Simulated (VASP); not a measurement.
VASP input:

INCAR:
```
LWAVE = .FALSE.
GGA = PS
NELM = 100   ! most electronic steps
NSW = 60   ! most ionic steps
IBRION = 2
EDIFF = 1E-6
ISIF = 3
ENCUT = 520   ! plane-wave cut-off (eV)
ISMEAR = 0
LMAXMIX = 4   ! l cut-off of mixed one-centre charges
LREAL = .FALSE.   ! projection in real space or not
SYSTEM = GaN
SIGMA = 0.05   ! width (eV)
LCHARG = .FALSE.
LASPH = .TRUE.   ! aspherical one-centre terms
PREC = Accurate
EDIFFG = -0.01   ! ionic stop
ALGO = Normal   ! blocked Davidson
```

KPOINTS:
```
kpoints
0
G
  9 9 9
0 0 0
```

**POSCAR**
```
GaN
1
    0.0000000000     2.2600000000     2.2600000000
    2.2600000000     0.0000000000     2.2600000000
    2.2600000000     2.2600000000     0.0000000000
Ga N
1 1
Direct
  0.0000000000   0.0000000000   0.0000000000
  0.2500000000   0.2500000000   0.2500000000
```

POTCAR, in this order: Ga_d N (PBE.64 set). Program: vasp_std.

Problem. Translate this PBEsol calculation to Ansatz.

Solution. One equivalent input (not run):
Ansatz 0.2 input:
```yaml
crystal:
  lattice:
    - [0.0000000, 2.2600000, 2.2600000]
    - [2.2600000, 0.0000000, 2.2600000]
    - [2.2600000, 2.2600000, 0.0000000]
  atoms:
    - { symbol: Ga, position: [0.0000000, 0.0000000, 0.0000000] }
    - { symbol: N, position: [0.2500000, 0.2500000, 0.2500000] }
kpoints:
  mp_grid: { grid: [9, 9, 9] }
hamiltonian:
  xc: pbesol
  pseudopotentials: { kind: paw }
scf:
  occupations: { method: gaussian, width: 0.05 }
  max_iter: 100
relax:
  max_steps: 60
  f_tol: 0.01
  cell: {}
output: { forces: true, stress: true, eigenvalues: true }
```
What does not carry over: each code has its own PAW files, so the cut-off isn't converted (ENCUT is set for VASP's; basis.ecutwfc is left out, and Ansatz then takes the one that its files recommend); Ansatz stops its SCF on the density residual and VASP on the energy change (EDIFF).

The compound is GaN in the zinc blende structure, a metastable form; wurtzite is the usual one. This run relaxes it. Symmetry was kept, so distortions that lower it aren't found.
